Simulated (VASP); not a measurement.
Data:

```yaml
crystal:
  lattice:
    - [3.38384, 0.00000, 0.00000]
    - [0.00000, 3.38384, 0.00000]
    - [0.00000, 0.00000, 3.38384]
  atoms:
    - { symbol: Y, position: [0.50000, 0.50000, 0.50000] }
    - { symbol: Ir, position: [0.00000, 0.00000, 0.00000] }
```

These are PBEsol GGA with spin-orbit coupling, VASP's PBE PAW potentials (set 64) (plane waves; VASP) values and carry that method's errors. Run with 400 eV cut-off, 10×10×10 Γ-centred mesh, Gaussian smearing of 0.050 eV, potentials Y_sv Ir.

**Question.** Give the energies of bands 13 to 26 at the high-symmetry points, in eV from the Fermi level.

**Answer.** 
| band | Γ | X | M | R |
|---|---|---|---|---|
| 13 | -4.45 | -2.69 | -3.08 | -2.31 |
| 14 | -4.45 | -2.69 | -3.08 | -2.31 |
| 15 | -1.85 | -2.18 | -2.71 | -1.73 |
| 16 | -1.85 | -2.18 | -2.71 | -1.73 |
| 17 | -1.85 | -1.68 | -0.30 | -0.95 |
| 18 | -1.85 | -1.68 | -0.30 | -0.95 |
| 19 | -1.22 | -1.00 | 0.12 | -0.95 |
| 20 | -1.22 | -1.00 | 0.12 | -0.95 |
| 21 | 2.81 | 0.32 | 1.32 | -0.15 |
| 22 | 2.81 | 0.32 | 1.32 | -0.15 |
| 23 | 2.81 | 0.44 | 1.91 | -0.15 |
| 24 | 2.81 | 0.44 | 1.91 | -0.15 |
| 25 | 6.44 | 2.19 | 3.58 | 2.71 |
| 26 | 6.45 | 2.19 | 3.58 | 2.71 |

It has no gap at this level: it comes out as a metal or semimetal.

The structure comes from a computed database's YIr entry (Pm-3m); how it stands against other phases isn't given here. It was relaxed first.
